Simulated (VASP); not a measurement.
# Mg9Bi2Sb4 (C2/m) in VASP: notebook

One crystal, Mg9Bi2Sb4, is run at these levels: PBEsol; tasks: relaxation of cell and atoms.

Program: VASP 6.6.1. These are calculated values, not measurements. Logs are shortened: lines on timing, memory, paths and dates and some standing lists are left out, and cuts for length are marked.

## 1. The crystal as given

Symmetry: C2/m, No. 12, monoclinic system. The conventional cell has a = 7.982 Å, b = 13.826 Å, c = 7.286 Å, α = 90.00°, β = 90.00°, γ = 90.00°. Mg (site symmetry m) is surrounded by 2 Bi at 2.84 to 2.88 Å and 2 Sb at 2.84 Å. Mg (site symmetry 1) is surrounded by 3 Sb at 2.84 to 2.88 Å and 1 Bi at 2.84 Å. Mg (site symmetry 2) is surrounded by 4 Sb at 3.16 Å and 2 Bi at 3.16 Å. Mg (site symmetry 2/m) is surrounded by 2 Bi at 3.16 Å and 4 Sb at 3.16 Å. Bi (site symmetry m) has 7 Mg at 2.84 to 3.16 Å as nearest neighbours. Around Sb (site symmetry 1) lie 7 Mg at 2.84 to 3.16 Å.

The cell was built by a generator and needn't be a form met in nature.

## 2. Relaxation of cell and atoms, PBEsol

The input, INCAR:

```
SYSTEM = Mg9Bi2Sb4
ALGO = Normal
EDIFF = 1E-6
EDIFFG = -0.01
ENCUT = 600
GGA = PS
IBRION = 2
ISIF = 3
ISMEAR = 0
LASPH = .TRUE.
LCHARG = .FALSE.
LREAL = .FALSE.
LUSENCCL = .FALSE.
LWAVE = .FALSE.
NELM = 80
NSW = 90
PREC = Accurate
SIGMA = 0.03
```

The input, KPOINTS:

```
k-points
0
G
  6 6 6
  0 0 0
```

The input, POSCAR:

```
Mg9Bi2Sb4
1.0
    0.0000000000      0.0000000000      7.2860049400
    6.9128536700      3.9911379200      0.0000000000
   -6.9128536700      3.9911379200      0.0000000000
Mg Bi Sb
9 2 4
Direct
    0.6300000000      0.3333333300      0.3333333300
    0.6300000000      0.6666666700      0.0000000000
    0.6300000000      0.0000000000      0.6666666700
    0.3700000000      0.3333333300      0.0000000000
    0.3700000000      0.6666666700      0.6666666700
    0.3700000000      0.0000000000      0.3333333300
    0.0000000000      0.0000000000      0.0000000000
    0.0000000000      0.3333333300      0.6666666700
    0.0000000000      0.6666666700      0.3333333300
    0.2350000000      0.3333333300      0.3333333300
    0.7650000000      0.3333333300      0.0000000000
    0.2350000000      0.6666666700      0.0000000000
    0.2350000000      0.0000000000      0.6666666700
    0.7650000000      0.6666666700      0.6666666700
    0.7650000000      0.0000000000      0.3333333300
```

Potentials or basis: VASP PAW PBE potentials, release 64 (Mg, Bi_d, Sb).

On the command line:

```console
> cat potpaw_PBE.64/Mg/POTCAR potpaw_PBE.64/Bi_d/POTCAR potpaw_PBE.64/Sb/POTCAR > POTCAR
> mpirun -np 1 vasp_std > vasp.out
```

OUTCAR:

```text
SYSTEM = Mg9Bi2Sb4
   EDIFF = 1E-6
   EDIFFG = -0.01
   ENCUT = 600
   GGA = PS
   IBRION = 2
   ISIF = 3
   ISMEAR = 0
   LASPH = .TRUE.
   LREAL = .FALSE.
   NELM = 80
   NSW = 90
   PREC = Accurate

 ion  position               nearest neighbor table
   1  0.630  0.333  0.333-  11 2.84  15 2.84  14 2.84  10 2.88   4 3.27   6 3.27   5 3.27
   2  0.630  0.667  0.000-  15 2.84  14 2.84  11 2.84  12 2.88   6 3.27   5 3.27   4 3.27
   3  0.630  0.000  0.667-  11 2.84  14 2.84  15 2.84  13 2.88   4 3.27   5 3.27   6 3.27
   4  0.370  0.333  0.000-  13 2.84  10 2.84  12 2.84  11 2.88   3 3.27   1 3.27   2 3.27
   5  0.370  0.667  0.667-  12 2.84  13 2.84  10 2.84  14 2.88   2 3.27   3 3.27   1 3.27
   6  0.370  0.000  0.333-  12 2.84  10 2.84  13 2.84  15 2.88   2 3.27   1 3.27   3 3.27
   7  0.000  0.000  0.000-  10 3.16  14 3.16  12 3.16  13 3.16  11 3.16  15 3.16
   8  0.000  0.333  0.667-  11 3.16  13 3.16  12 3.16  15 3.16  14 3.16  10 3.16
   9  0.000  0.667  0.333-  12 3.16  15 3.16  13 3.16  11 3.16  14 3.16  10 3.16
  10  0.235  0.333  0.333-   4 2.84   6 2.84   5 2.84   1 2.88   7 3.16   8 3.16   9 3.16
  11  0.765  0.333  0.000-   3 2.84   1 2.84   2 2.84   4 2.88   7 3.16   8 3.16   9 3.16
  12  0.235  0.667  0.000-   6 2.84   5 2.84   4 2.84   2 2.88   7 3.16   9 3.16   8 3.16
  13  0.235  0.000  0.667-   4 2.84   5 2.84   6 2.84   3 2.88   7 3.16   8 3.16   9 3.16
  14  0.765  0.667  0.667-   2 2.84   3 2.84   1 2.84   5 2.88   7 3.16   8 3.16   9 3.16
  15  0.765  0.000  0.333-   2 2.84   1 2.84   3 2.84   6 2.88   7 3.16   9 3.16   8 3.16

  LATTYP: Found a hexagonal cell.
 ALAT       =     7.9822758509
 C/A-ratio  =     0.9127728828

  Lattice vectors:

 A1 = (   6.9128536700,   3.9911379200,   0.0000000000)
 A2 = (  -6.9128536700,   3.9911379200,   0.0000000000)
 A3 = (   0.0000000000,   0.0000000000,   7.2860049400)

Analysis of symmetry for initial positions (statically):
=====================================================================
 Subroutine PRICEL returns:
 Original cell was already a primitive cell.

 Routine SETGRP: Setting up the symmetry group for a
 hexagonal supercell.

 Subroutine GETGRP returns: Found  4 space group operations
 (whereof  2 operations were pure point group operations)
 out of a pool of 24 trial point group operations.

The static configuration has the point symmetry C_2 .
 The point group associated with its full space group is C_2h.

Analysis of symmetry for dynamics (positions and initial velocities):
=====================================================================
 Subroutine PRICEL returns:
 Original cell was already a primitive cell.

 Routine SETGRP: Setting up the symmetry group for a
 hexagonal supercell.

 Subroutine GETGRP returns: Found  4 space group operations
 (whereof  2 operations were pure point group operations)
 out of a pool of 24 trial point group operations.

The dynamic configuration has the point symmetry C_2 .
 The point group associated with its full space group is C_2h.

 Subroutine INISYM returns: Found  4 space group operations
 (whereof  2 operations are pure point group operations),
 and found     1 'primitive' translations

----------------------------------------------------------------------------------------

                                     Primitive cell

  volume of cell :     402.0440

  direct lattice vectors                    reciprocal lattice vectors
     0.000000000  0.000000000  7.286004940     0.000000000 -0.000000000  0.137249427
     6.912853670  3.991137920  0.000000000     0.072329030  0.125277555 -0.000000000
    -6.912853670  3.991137920  0.000000000    -0.072329030  0.125277555  0.000000000

  length of vectors
     7.286004940  7.982275851  7.982275851     0.137249427  0.144658060  0.144658060

  position of ions in fractional coordinates (direct lattice)
     0.630000000  0.333333330  0.333333330
     0.630000000  0.666666670  1.000000000
     0.630000000  1.000000000  0.666666670
     0.370000000  0.333333330  1.000000000
     0.370000000  0.666666670  0.666666670
     0.370000000  1.000000000  0.333333330
     0.000000000  0.000000000  0.000000000
     0.000000000  0.333333330  0.666666670
     0.000000000  0.666666670  0.333333330
     0.235000000  0.333333330  0.333333330
     0.765000000  0.333333330  1.000000000
     0.235000000  0.666666670  1.000000000
     0.235000000  1.000000000  0.666666670
[... 49 lines left out ...]
  0.000000  0.000000  0.000000      1.000000
  0.166667  0.000000  0.000000      2.000000
  0.333333  0.000000  0.000000      2.000000
  0.500000  0.000000  0.000000      1.000000
  0.000000  0.166667  0.000000      2.000000
  0.000000  0.000000  0.166667      4.000000
[... 16 lines left out ...]
  0.500000  0.333333  0.000000      2.000000
  0.500000  0.000000  0.333333      4.000000
 [... further k-points ...]
[... 18 lines left out ...]
   EDIFF  = 0.1E-05   stopping-criterion for ELM
   LREAL  =      F    real-space projection
   EDIFFG = -.1E-01   stopping-criterion for IOM
   NSW    =     90    number of steps for IOM
   IBRION =      2    ionic relax: 0-MD 1-quasi-New 2-CG
   NFREE  =      1    steps in history (QN), initial steepest desc. (CG)
   ISIF   =      3    stress and relaxation
   ISYM   =      2    0-nonsym 1-usesym 2-fastsym
   POTIM  = 0.5000    time-step for ionic-motion
   TEBEG  =    0.0;   TEEND  =   0.0 temperature during run
   PSTRESS=    0.0 pullay stress
   NELECT =      68.0000    total number of electrons
   NUPDOWN=      -1.0000    fix difference up-down
   EMIN   =  10.00;   EMAX   =-10.00  energy-range for DOS
   EFERMI =   0.00;   METHOD = LEGACY
   ISMEAR =     0;   SIGMA  =   0.03  broadening in eV -4-tet -1-fermi 0-gaus
   EFERMI_NEDOS =   21; number of points for ismear=-14 and -15
   IALGO  =     38    algorithm
   IMIX   =      4    mixing-type and parameters
     AMIX     =   0.40;   BMIX     =  1.00
     AMIX_MAG =   1.60;   BMIX_MAG =  1.00
  volume/ion in A,a.u.               =      26.80       180.88
  Fermi-wavevector in a.u.,A,eV,Ry     =   0.905357  1.710877 11.152309  0.819672
  Thomas-Fermi vector in A             =   2.028915
   LORBIT       =      0    0 simple, 1 ext, 2 COOP (PROOUT), +10 PAW based schemes
   GGA     = PS    functional components
   LHFCALC =     F    Hartree Fock is set to
   AEXX    =    0.0000 exact exchange contribution
   IVDW    =     0    specifies the selected vdW correction
   LEPSILON=     F    determine dielectric tensor
   LRPA    =     F    only Hartree local field effects (RPA)
 conjugate gradient relaxation of ions
 non-spin polarized calculation
 Gauss-broadening in eV      SIGMA  =   0.03
  energy-cutoff  :      600.00
  volume of cell :      402.04
 maximum number of plane-waves:     13461
 NGX is ok and might be reduce to    60
   NGX = 29   NGY = 31   NGZ = 31

--------------------------------------- Ionic step        1  -------------------------------------------

 number of electron      67.9999999 magnetization

 Free energy of the ion-electron system (eV)
  ---------------------------------------------------
  ext. energy  EPLUGINS =         0.00000000
  ---------------------------------------------------
  free energy    TOTEN  =       -47.10463808 eV

  energy without entropy =      -47.10463603  energy(sigma->0) =      -47.10463706

------------------------ aborting loop because EDIFF is reached ----------------------------------------

  FORCE on cell =-STRESS in cart. coord.  units (eV):
  Direction    XX          YY          ZZ          XY          YZ          ZX
  --------------------------------------------------------------------------------------
  -------------------------------------------------------------------------------------
  Total       -0.9709024     -0.9733583      0.8785311     -0.0021269      0.0003906     -0.0006765
  in kB       -3.8691234     -3.8789105      3.5010164     -0.0084759      0.0015566     -0.0026960
  external PRESSURE =      -1.4156725 kB  Pullay stress =       0.0000000 kB
[... 128 lines left out ...]
  FREE ENERGIE OF THE ION-ELECTRON SYSTEM (eV)
  ---------------------------------------------------
  free  energy   TOTEN  =       -47.2621983278 eV

  energy  without entropy=      -47.2621981257  energy(sigma->0) =      -47.26219823

[... ionic steps 4 to 14 ...]

--------------------------------------- Ionic step       15  -------------------------------------------

 number of electron      67.9999998 magnetization

------------------------ aborting loop because EDIFF is reached ----------------------------------------
[... 93 lines left out ...]
--------------------------------------- Ionic step       17  -------------------------------------------

 number of electron      67.9999998 magnetization

 Free energy of the ion-electron system (eV)
  ---------------------------------------------------
  ext. energy  EPLUGINS =         0.00000000
  ---------------------------------------------------
  free energy    TOTEN  =       -47.30282410 eV

  energy without entropy =      -47.30278309  energy(sigma->0) =      -47.30280359

 E-fermi :   4.5962     XC(G=0):  -8.9891

 val. band max:        4.5606914194   @ k =   0.0000   0.0000   0.0000
 cond. band min:       4.6384011474   @ k =   0.3333   0.3333   0.3333
 fundamental gap:      0.0777097280
 Fermi energy:         4.5962402023

 k-point     1 :       0.0000    0.0000    0.0000
  band No.  band energies     occupation
      1     -17.5564      2.00000
      2     -17.5529      2.00000
      3     -17.5529      2.00000
      4     -17.5479      2.00000
      5     -17.5328      2.00000
      6     -17.5322      2.00000
[... 1069 lines left out ...]
     41       6.8626      0.00000
     42       7.0189      0.00000

 [... further k-points ...]

------------------------ aborting loop because EDIFF is reached ----------------------------------------

  FORCE on cell =-STRESS in cart. coord.  units (eV):
  Direction    XX          YY          ZZ          XY          YZ          ZX
  --------------------------------------------------------------------------------------
  -------------------------------------------------------------------------------------
  Total        0.0092600      0.0040676      0.0364970     -0.0044967     -0.0012598      0.0021820
  in kB        0.0375016      0.0164731      0.1478081     -0.0182112     -0.0051020      0.0088368
  external PRESSURE =       0.0672609 kB  Pullay stress =       0.0000000 kB
[... 30 lines left out ...]
  FREE ENERGIE OF THE ION-ELECTRON SYSTEM (eV)
  ---------------------------------------------------
  free  energy   TOTEN  =       -47.3028240990 eV

  energy  without entropy=      -47.3027830898  energy(sigma->0) =      -47.30280359

 reached required accuracy - stopping structural energy minimisation
```

Wall time 1.7 h (1 × NVIDIA H100 80GB with 1 thread of AMD EPYC 7R13 (Zen 3), shared host); peak memory 2.3 GiB.

Results:

- Free energy: -47.3028 eV
- Relaxed volume: 26.37 Å³/atom
- Relaxed cell: a = 7.241 Å, b = 7.944 Å, c = 7.940 Å, α = 119.98°, β = 90.01°, γ = 90.00°
- Space group after relaxing (to 0.05 Å): C2/m (No. 12)
- Energy gained by relaxing: 13.2 meV/atom
- Ionic steps: 17
- Pressure after relaxing: 0.0 GPa
- Largest force after relaxing: 0.006 eV/Å
- Band gap on the k mesh: 0.08 eV, indirect (least direct gap 0.19 eV)

Forces in eV/Å, atoms in the order of the input:
```
Mg   0.001  0.000 -0.006
Mg  -0.002 -0.001  0.005
Mg   0.000  0.003  0.005
Mg  -0.001  0.000  0.006
Mg   0.000 -0.003 -0.005
Mg   0.002  0.001 -0.005
Mg   0.001  0.001  0.000
Mg   0.000  0.000  0.000
Mg  -0.001 -0.001  0.000
Bi   0.001 -0.001 -0.005
Bi  -0.001  0.001  0.005
Sb  -0.005 -0.002 -0.003
Sb  -0.001  0.005 -0.003
Sb   0.001 -0.005  0.003
Sb   0.005  0.002  0.003
```

Step by step:
| step | energy change (eV) | largest force (eV/Å) | pressure (GPa) | volume (Å³) |
| --- | --- | --- | --- | --- |
| 1 | 0.0000 | 0.7345 | -0.14 | 402.04 |
| 2 | -0.0935 | 0.4778 | -0.18 | 400.66 |
| 3 | -0.1576 | 0.1509 | -0.15 | 398.37 |
| 4 | -0.1582 | 0.1501 | -0.14 | 398.12 |
| 5 | -0.1826 | 0.1289 | 0.04 | 395.86 |
| 6 | -0.1883 | 0.1111 | 0.17 | 394.20 |
| 7 | -0.1911 | 0.0910 | -0.11 | 396.48 |
| 8 | -0.1911 | 0.0900 | -0.12 | 396.59 |
| 9 | -0.1936 | 0.0655 | -0.07 | 396.13 |
| 10 | -0.1954 | 0.0454 | 0.01 | 395.41 |
| 11 | -0.1955 | 0.0512 | 0.02 | 395.29 |
| 12 | -0.1968 | 0.0311 | 0.01 | 395.47 |
| 13 | -0.1973 | 0.0183 | 0.00 | 395.63 |
| 14 | -0.1974 | 0.0169 | 0.00 | 395.66 |
| 15 | -0.1978 | 0.0171 | -0.01 | 395.74 |
| 16 | -0.1979 | 0.0182 | -0.01 | 395.77 |
| 17 | -0.1982 | 0.0061 | 0.01 | 395.61 |

Final structure:
```
Mg Bi Sb
1.0
     0.00040   -0.00023    7.24101
     6.87861    3.97381    0.00026
    -6.87648    3.97014   -0.00051
Mg Bi Sb
9 2 4
Direct
  0.63104 0.33333 0.33677
  0.63067 0.66946 0.99996
  0.63067 0.99720 0.66383
  0.36896 0.33333 0.99656
  0.36933 0.66946 0.66950
  0.36933 0.99720 0.33337
  0.00000 0.98350 0.99175
  0.00000 0.33333 0.66667
  0.00000 0.68317 0.34158
  0.21643 0.33333 0.33262
  0.78357 0.33333 0.00072
  0.22516 0.66665 0.00013
  0.22516 0.00002 0.66682
  0.77484 0.66665 0.66652
  0.77484 0.00002 0.33320
```

Levels at points of the mesh, in eV from the valence-band top:
```
           k point  band 30  band 31  band 32  band 33  band 34  band 35  band 36  band 37  band 38  band 39
(0.00, 0.00, 0.00)    -1.12    -1.11    -0.40    -0.38     0.00     0.19     0.19     0.66     1.02     3.02
(0.50, 0.00, 0.00)    -0.93    -0.76    -0.75    -0.75    -0.73     1.44     1.44     1.64     1.64     1.72
(0.00, 0.50, 0.00)    -1.26    -1.15    -1.00    -0.86    -0.81     0.27     1.57     1.59     1.78     2.09
(0.00, 0.00, 0.50)    -1.22    -1.16    -0.95    -0.89    -0.85     0.27     1.57     1.58     1.77     2.10
(0.50, 0.50, 0.00)    -1.69    -1.60    -1.57    -1.55    -1.42     0.40     1.11     1.65     1.65     1.67
(0.50, 0.00, 0.50)    -1.70    -1.58    -1.57    -1.51    -1.48     0.42     1.11     1.63     1.64     1.68
```

Caveat: the PAW data sets were made with another functional, which shifts forces and pressure a little; spin-orbit coupling is left out, which as a rule narrows the gap of such compounds by several tenths of an eV.

## 3. Relaxation of cell and atoms, PBEsol

This run uses another cell than the first one, of 26.37 Å³/atom, 0.984 times its volume.

INCAR: that of step 2 with these lines changed.

```diff
@@ -2,4 +2,4 @@
 ALGO = Normal
-EDIFF = 1E-6
-EDIFFG = -0.01
+EDIFF = 1E-7
+EDIFFG = -0.005
 ENCUT = 600
```

KPOINTS is that of step 2.

The input, POSCAR:

```
Mg9Bi2Sb4                               
1.0
    0.0003993136     -0.0002305438      7.2410125927
    6.8786057785      3.9738146867      0.0002569372
   -6.8764841929      3.9701399927     -0.0005138744
  Mg              Bi              Sb            
     9     2     4
Direct
     0.6310421082612548    0.3333333299999785    0.3367730432192692
     0.6306661001272529    0.6694644855365198    0.9999616916018799
     0.6306661001272525    0.9972021844635021    0.6638305460654036
     0.3689578917387452    0.3333333300000257    0.9965602867807333
     0.3693338998727475    0.6694644855364958    0.6695027939345922
     0.3693338998727471    0.9972021844634781    0.3333716383981222
     0.0000000000000017    0.9834995608483204    0.9917497804241706
     0.0000000000000000    0.3333333300000021    0.6666666699999979
     0.9999999999999983    0.6831671091516776    0.3415835495758318
     0.2164302350638935    0.3333333300000023    0.3326179043607923
     0.7835697649361066    0.3333333300000019    0.0007154256392100
     0.2251584804676806    0.6666482110357556    0.0001308070129623
     0.2251584804676809    0.0000184589642418    0.6668159359772001
     0.7748415195323192    0.6666482110357559    0.6665174040227957
     0.7748415195323194    0.0000184589642423    0.3332025229870398
```

Potentials or basis: VASP PAW PBE potentials, release 64 (Mg, Bi_d, Sb).

On the command line:

```console
> cat potpaw_PBE.64/Mg/POTCAR potpaw_PBE.64/Bi_d/POTCAR potpaw_PBE.64/Sb/POTCAR > POTCAR
> mpirun -np 1 vasp_std > vasp.out
```

Run time: 42 min. Hardware: 1 × NVIDIA H100 80GB with 1 thread of AMD EPYC 7R13 (Zen 3), shared host; peak memory 2.3 GiB.

Results (log left out):

| Quantity | Value |
| --- | --- |
| Free energy | -47.3026 eV |
| Energy gained by relaxing | 0.0 meV/atom |
| Ionic steps | 6 |
| Pressure after relaxing | 0.0 GPa |
| Largest force after relaxing | 0.004 eV/Å |
| Band gap on the k mesh | 0.08 eV, indirect (least direct gap 0.19 eV) |

Forces in eV/Å, atoms in the order of the input:
```
Mg   0.000  0.000 -0.004
Mg   0.001  0.001  0.000
Mg   0.000 -0.001  0.000
Mg   0.000  0.000  0.004
Mg   0.000  0.001  0.000
Mg  -0.001 -0.001  0.000
Mg  -0.001 -0.002  0.000
Mg   0.000  0.000  0.000
Mg   0.001  0.002  0.000
Bi   0.000  0.000 -0.001
Bi   0.000  0.000  0.001
Sb   0.000  0.001  0.003
Sb   0.000  0.000  0.003
Sb   0.000  0.000 -0.003
Sb   0.000 -0.001 -0.003
```

Final structure:
```yaml
crystal:
  lattice:
    - [0.00027, -0.00016, 7.24161]
    - [6.87821, 3.97369, 0.00018]
    - [-6.87600, 3.96986, -0.00035]
  atoms:
    - { symbol: Mg, position: [0.63065, 0.33333, 0.33670] }
    - { symbol: Mg, position: [0.63092, 0.66938, 0.99995] }
    - { symbol: Mg, position: [0.63092, 0.99729, 0.66391] }
    - { symbol: Mg, position: [0.36935, 0.33333, 0.99663] }
    - { symbol: Mg, position: [0.36908, 0.66938, 0.66943] }
    - { symbol: Mg, position: [0.36908, 0.99729, 0.33338] }
    - { symbol: Mg, position: [0.00000, 0.98356, 0.99178] }
    - { symbol: Mg, position: [0.00000, 0.33333, 0.66667] }
    - { symbol: Mg, position: [0.00000, 0.68311, 0.34155] }
    - { symbol: Bi, position: [0.21614, 0.33333, 0.33250] }
    - { symbol: Bi, position: [0.78386, 0.33333, 0.00084] }
    - { symbol: Sb, position: [0.22512, 0.66644, 0.00018] }
    - { symbol: Sb, position: [0.22512, 0.00022, 0.66707] }
    - { symbol: Sb, position: [0.77488, 0.66644, 0.66626] }
    - { symbol: Sb, position: [0.77488, 0.00022, 0.33315] }
```

Levels at points of the mesh, in eV from the valence-band top:
```
           k point  band 30  band 31  band 32  band 33  band 34  band 35  band 36  band 37  band 38  band 39
(0.00, 0.00, 0.00)    -1.12    -1.11    -0.40    -0.38     0.00     0.19     0.19     0.66     1.02     3.02
(0.50, 0.00, 0.00)    -0.93    -0.75    -0.75    -0.75    -0.73     1.44     1.44     1.64     1.64     1.71
(0.00, 0.50, 0.00)    -1.26    -1.15    -1.00    -0.86    -0.81     0.26     1.57     1.59     1.78     2.09
(0.50, 0.50, 0.00)    -1.69    -1.60    -1.58    -1.55    -1.42     0.41     1.11     1.65     1.65     1.67
(0.00, 0.00, 0.50)    -1.22    -1.16    -0.95    -0.88    -0.85     0.27     1.57     1.58     1.78     2.10
(0.50, 0.00, 0.50)    -1.70    -1.58    -1.57    -1.51    -1.48     0.42     1.11     1.62     1.65     1.68
```

Caveat: the PAW data sets were made with another functional, which shifts forces and pressure a little; spin-orbit coupling is left out, which as a rule narrows the gap of such compounds by several tenths of an eV. A k mesh can miss the band edges.
